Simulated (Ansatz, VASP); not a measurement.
# Cross-check of C between VASP and Ansatz, part 2 of 2

Wanted: the spread between two codes on one cell, functional and k mesh. Of the first pair: The structure shown is frame 167 of Ansatz's trajectory.

VASP 6.6.1 and Ansatz 0.2.0.

So far. Step 4 (Differences): The forces differ by 6.4 meV/Å r.m.s., which is 0.4 % of the r.m.s. force of 1.548 eV/Å (both taken over all components). With vacuum in the cell, a pressure given here is an average over mostly empty space and none of the material. Step 7 (Comparison): The forces differ by 6.0 meV/Å r.m.s., which is 0.4 % of the r.m.s. force of 1.395 eV/Å (both taken over all components). With vacuum in the cell, a pressure given here is an average over mostly empty space and none of the material.

### 8. Ansatz: dynamics, LDA

One frame of this run of dynamics is then solved in both programs, so the motion causes no difference.

The structure compared here is frame 500 of Ansatz's trajectory.

Input file input.yaml:

```yaml
crystal:
  lattice:
    - [8.8697, 0.0, 0.0]
    - [-4.4348, 7.6814, 0.0]
    - [0.0, 0.0, 15.53]
  atoms:
    - { symbol: C, position: [0.1282051532711519, 0.17948755948870032, 0.39052801030264006] }
    - { symbol: C, position: [0.17948742348209606, 0.05127949014601321, 0.39052801030264006] }
    - { symbol: C, position: [0.2051278195160411, 0.4871803697329294, 0.39052801030264006] }
    - { symbol: C, position: [0.25641008972698526, 0.35897230039024225, 0.39056020605280106] }
    - { symbol: C, position: [0.28204397653541524, 0.794869925398808, 0.39052801030264006] }
    - { symbol: C, position: [0.3333266827440508, 0.6666711838793623, 0.3905086928525435] }
    - { symbol: C, position: [0.3589689929862353, 0.10255898029476822, 0.39056020605280106] }
    - { symbol: C, position: [0.4102554222167637, 0.9743579208787003, 0.39052801030264006] }
    - { symbol: C, position: [0.43589773239277435, 0.41026111835959855, 0.39052801030264006] }
    - { symbol: C, position: [0.48717392944338883, 0.28204653978357014, 0.39052801030264006] }
    - { symbol: C, position: [0.5128203986376635, 0.7179539286038276, 0.39052801030264006] }
    - { symbol: C, position: [0.564096595688278, 0.589739350027799, 0.39052801030264006] }
    - { symbol: C, position: [0.5897389058642886, 0.025642547508697294, 0.39052801030264006] }
    - { symbol: C, position: [0.6410253350948171, 0.8974414880926295, 0.39056020605280106] }
    - { symbol: C, position: [0.6666676453370015, 0.3333292845080353, 0.3905086928525435] }
    - { symbol: C, position: [0.7179503515456371, 0.2051305429885898, 0.39052801030264006] }
    - { symbol: C, position: [0.7435842383540672, 0.6410281679971555, 0.39056020605280106] }
    - { symbol: C, position: [0.7948665085650111, 0.5128200986544683, 0.39052801030264006] }
    - { symbol: C, position: [0.8205069045989563, 0.9487209782413845, 0.39052801030264006] }
    - { symbol: C, position: [0.8717891748099005, 0.8205129088986972, 0.39052801030264006] }
    - { symbol: C, position: [0.8974375582137348, 0.2564100331347045, 0.39056020605280106] }
    - { symbol: C, position: [0.9487170098453401, 0.12820760096785733, 0.39052801030264006] }
    - { symbol: C, position: [0.9743537152331088, 0.5640995888005831, 0.39052801030264006] }
    - { symbol: C, position: [0.02564061284794343, 0.43590087958681467, 0.39052801030264006] }
    - { symbol: C, position: [0.05127731823571233, 0.8717928674195403, 0.39052801030264006] }
    - { symbol: C, position: [0.10255676986731758, 0.7435904352526931, 0.39056020605280106] }
    - { symbol: C, position: [0.743586536427287, 0.10255886722548356, 0.609439793947199] }
    - { symbol: C, position: [0.7948660986349954, 0.28204636213018824, 0.6094719896973599] }
    - { symbol: C, position: [0.6666676453370015, 0.3333292845080353, 0.6094913071474566] }
    - { symbol: C, position: [0.7179504621230604, 0.5128232886474015, 0.6094719896973599] }
    - { symbol: C, position: [0.43589748517157245, 0.02564285433027346, 0.6094719896973599] }
    - { symbol: C, position: [0.48717704737928075, 0.2051303492349782, 0.6094719896973599] }
    - { symbol: C, position: [0.5897361717920571, 0.5640997018698677, 0.6094719896973599] }
    - { symbol: C, position: [0.6410250618059397, 0.7435876327643429, 0.609439793947199] }
    - { symbol: C, position: [0.3589692662751128, 0.2564128356230547, 0.609439793947199] }
    - { symbol: C, position: [0.41025815628899526, 0.43590076651752996, 0.6094719896973599] }
    - { symbol: C, position: [0.1282056477122355, 0.9487212689600906, 0.6094719896973599] }
    - { symbol: C, position: [0.17948474154521568, 0.12820782710510656, 0.6094719896973599] }
    - { symbol: C, position: [0.5128172807017715, 0.7948701191524195, 0.6094719896973599] }
    - { symbol: C, position: [0.5640968429094799, 0.9743576140571242, 0.6094719896973599] }
    - { symbol: C, position: [0.2820438659579921, 0.48717717973999625, 0.6094719896973599] }
    - { symbol: C, position: [0.3333266827440508, 0.6666711838793623, 0.6094913071474566] }
    - { symbol: C, position: [0.05127696044104768, 0.1794903134931832, 0.6094719896973599] }
    - { symbol: C, position: [0.10255652264611567, 0.3589721712233681, 0.609439793947199] }
    - { symbol: C, position: [0.8205095865358366, 0.8717926412822911, 0.6094719896973599] }
    - { symbol: C, position: [0.8717886803688168, 0.05127919942730711, 0.6094719896973599] }
    - { symbol: C, position: [0.20512822944605696, 0.7179541062572095, 0.6094719896973599] }
    - { symbol: C, position: [0.25640779165376526, 0.8974416011619141, 0.609439793947199] }
    - { symbol: C, position: [0.9743538779432429, 0.410257879882798, 0.6094719896973599] }
    - { symbol: C, position: [0.02564045013780934, 0.5897425885045997, 0.6094719896973599] }
    - { symbol: C, position: [0.8974378054349367, 0.6410282971640295, 0.609439793947199] }
    - { symbol: C, position: [0.9487173676400046, 0.8205101548942144, 0.6094719896973599] }
kpoints:
  mp_grid:
    grid: [1, 1, 1]
hamiltonian:
  xc: lda
  pseudopotentials:
    kind: paw
    xc_functional: pbe
    azcp:
      folder: "./paw"
scf:
  occupations:
    method: fermi_dirac
    width: 0.025
md:
  timestep: 1.0
  n_steps: 500
  ensemble: nve
  temperature: 900.0
  initial_velocities: maxwell_boltzmann
  seed: 509
```

Launch:

```sh
> python dynamics.py
```

### 9. VASP: single point, LDA, pair 3

The same cell, functional (in two slightly different forms), mesh and smearing now go to VASP, with its own data sets.

Input file INCAR:

```
SYSTEM = C
PREC = Accurate
ENCUT = 520
EDIFF = 1E-06
NELM = 120
ISMEAR = -1
SIGMA = 0.025
LREAL = Auto
ALGO = Normal
GGA = PW92
NBANDS = 144
LORBIT = 11
LWAVE = .FALSE.
LCHARG = .FALSE.
ISIF = 2
LASPH = .TRUE.
GGA_COMPAT = .FALSE.
EFERMI = MIDGAP
NCORE = 2
```

Input file POSCAR:

```
C
1.0
    8.8697000000      0.0000000000      0.0000000000
   -4.4348000000      7.6814000000      0.0000000000
    0.0000000000      0.0000000000     15.5300000000
C
52
Direct
    0.2003866673      0.2531049028      0.3950547328
    0.2518270570      0.1251985315      0.3956084997
    0.2740680494      0.5600932122      0.3795170637
    0.3325076935      0.4371208373      0.3867933033
    0.3540181591      0.8652329003      0.3933934321
    0.4121895782      0.7439789622      0.3865679330
    0.4325418871      0.1818158148      0.3961687057
    0.4879989120      0.0513448069      0.3929748873
    0.5121818438      0.4902361549      0.3852672247
    0.5602575420      0.3594787409      0.3913844173
    0.5911686236      0.7947119015      0.3795814552
    0.6331402120      0.6617804046      0.3879072762
    0.6651747508      0.1015830448      0.3907984546
    0.7148780566      0.9725701044      0.3915453960
    0.7338125929      0.3990027860      0.3820347714
    0.7864830935      0.2791938969      0.3849195106
    0.8189261354      0.7166792512      0.3871538957
    0.8644372763      0.5833181451      0.3838377334
    0.8957187902      0.0188637488      0.3989117836
    0.9465838701      0.8924675189      0.3960914359
    0.9685966005      0.3280782149      0.3799034127
    0.0148263252      0.1913062723      0.3976883451
    0.0462368491      0.6382039732      0.3828074694
    0.0993207598      0.5057151040      0.3824919511
    0.1235179114      0.9407790247      0.3964327109
    0.1724268541      0.8095008722      0.3873599485
    0.6705145983      0.0315827844      0.6132324533
    0.7214162677      0.2063556123      0.6205602061
    0.5986424121      0.2630510063      0.6121377978
    0.6421396889      0.4349207176      0.6188409530
    0.3687002945      0.9544874632      0.6024404379
    0.4109886153      0.1299372510      0.6028139086
    0.5193104929      0.4908740594      0.6183580167
    0.5706421168      0.6782097014      0.6126014166
    0.2826681762      0.1829354024      0.6084030908
    0.3368573608      0.3605853100      0.6133547972
    0.0601077795      0.8769364960      0.6055827431
    0.1054562365      0.0536360559      0.6083708950
    0.4412122670      0.7199468847      0.6130392788
    0.4906175210      0.8972062384      0.6081197682
    0.2081008334      0.4139740152      0.6088924662
    0.2665024231      0.5967792330      0.6209723117
    0.9747606680      0.1026505585      0.6058403091
    0.0279763584      0.2886583175      0.6093882807
    0.7444487584      0.7967297628      0.6017128139
    0.7975636893      0.9775301377      0.6054346426
    0.1367354533      0.6475382092      0.6198583387
    0.1775626040      0.8210352280      0.6078300064
    0.8983974667      0.3402895306      0.6145009659
    0.9503152520      0.5165985367      0.6208821636
    0.8294677599      0.5714192725      0.6152350290
    0.8755174838      0.7447861067      0.5993947199
```

Input file KPOINTS:

```
Automatic mesh
0
Gamma
1 1 1
0 0 0
```

The projector-augmented-wave data sets are C (LDA family, release 64).

Launch:

```sh
> mpirun -np 8 vasp_gam
```

Output:

```text
[... set-up lines as in an earlier step ...]
 entering main loop
       N       E                     dE             d eps       ncg     rms          rms(c)
DAV:   1     0.215379721202E+04    0.21538E+04   -0.10175E+05   296   0.129E+03
DAV:   2    -0.249964590243E+03   -0.24038E+04   -0.22704E+04   432   0.319E+02
DAV:   3    -0.547060481346E+03   -0.29710E+03   -0.29425E+03   352   0.121E+02
DAV:   4    -0.557963711290E+03   -0.10903E+02   -0.10865E+02   368   0.276E+01
[...]
DAV:  20    -0.520920365218E+03   -0.90802E-05   -0.41827E-07   224   0.104E-03    0.240E-04
DAV:  21    -0.520920367064E+03   -0.18458E-05   -0.10256E-07   224   0.588E-04    0.799E-05
DAV:  22    -0.520920367616E+03   -0.55277E-06   -0.33159E-08   216   0.356E-04
   1 F= -.52092037E+03 E0= -.52092037E+03  d E =0.000000E+00
```

From OUTCAR (step 9):

```text
  Total      -15.9317919    -15.8865213     -3.0764674     -1.4297729     -0.0918260     -0.3978432
  in kB      -24.1242844    -24.0557346     -4.6584574     -2.1649949     -0.1390450     -0.6024233
  external PRESSURE =     -17.6128255 kB  Pullay stress =       0.0000000 kB

 POSITION                                       TOTAL-FORCE (eV/Angst)
 -----------------------------------------------------------------------------------
      0.65490      1.94420      6.13520        -0.106152      0.042121     -0.127810
      1.67840      0.96170      6.14380         0.218742     -0.486157      0.540736
     -0.05300      4.30230      5.89390         3.086290      1.097346      1.284432
      1.01070      3.35770      6.00690        -1.266533     -1.500171     -0.314043
     -0.69710      6.64620      6.10940         0.824998      1.577221     -0.858436
      0.35660      5.71480      6.00340        -1.626685     -1.221427     -1.026091
      3.03020      1.39660      6.15250         0.919420     -1.416415     -0.624183
      4.10070      0.39440      6.10290        -2.121379     -0.949923      0.404203
      2.36880      3.76570      5.98320        -0.778616     -2.325314      0.818008
      3.37510      2.76130      6.07820        -0.189829     -0.775793     -0.588198
      1.71910      6.10450      5.89490        -1.453963     -0.140015      2.026798
      2.68090      5.08340      6.02420         2.675589      2.912070     -1.296994
      5.44940      0.78030      6.06910        -0.407676     -0.990864     -0.003608
      2.02760      7.47070      6.08070         1.383837     -0.321981     -0.430639
[...]
-----------------------------------------------------------------------------------
    total drift:                                0.003023     -0.021032      0.001600

  FREE ENERGIE OF THE ION-ELECTRON SYSTEM (eV)
  ---------------------------------------------------
  free  energy   TOTEN  =      -520.9203676163 eV

  energy  without entropy=     -520.9203676163  energy(sigma->0) =     -520.92036762

[... 2 parts as in an earlier step ...]

[... 1 further part left out ...]
[key lines of the parts left out:]
E-fermi :  -0.7320
```

### 10. Comparison

Forces on 9 of the 52 atoms, those with the largest forces and the largest differences (eV/Å; atoms numbered as in POSCAR):

```csv
atom,"Ansatz x, y, z","VASP x, y, z"
C3,"3.091, 1.087, 1.296","3.086, 1.097, 1.284"
C11,"-1.459, -0.146, 2.039","-1.454, -0.140, 2.027"
C12,"2.682, 2.923, -1.302","2.676, 2.912, -1.297"
C15,"-0.855, 3.542, 0.814","-0.858, 3.534, 0.807"
C22,"0.716, 4.765, -1.485","0.710, 4.758, -1.478"
C28,"-0.618, 1.557, -1.518","-0.616, 1.545, -1.507"
C29,"-2.037, -2.872, 0.520","-2.037, -2.871, 0.514"
C34,"1.677, -4.076, -0.058","1.679, -4.071, -0.059"
C48,"4.245, 1.504, 0.371","4.235, 1.505, 0.370"
```

The forces differ by 5.5 meV/Å r.m.s., which is 0.4 % of the r.m.s. force of 1.431 eV/Å (both taken over all components). With vacuum in the cell, a pressure given here is an average over mostly empty space and none of the material.

### 11. What came out

```yaml
r_m_s_force_difference_single_point_lda_pair_1: 0.41 % of the r.m.s. force
r_m_s_force_difference_single_point_lda_pair_2: 0.43 % of the r.m.s. force
r_m_s_force_difference_single_point_lda_pair_3: 0.38 % of the r.m.s. force
```

The r.m.s. force difference is 0.43 % of the r.m.s. force (single point, LDA, pair 2), within the 3 % picked in this series as the mark of a large difference. Such differences can come from data sets, numerical settings and the points named under the comparisons, not from the functional's error against experiment.

[Lines on the potential files, build, host, timing and source positions are cut from VASP's logs without a mark.]

[Logs are printed without paths, hosts, clocks, repeated set-up lines and the standing remarks that a program may print on its own settings, such as how far it seeks lower states.]

[Hosts, paths, dates, database ids (printed as entryN), source tags and the programs' standing remarks are cut or masked in the printed files.]
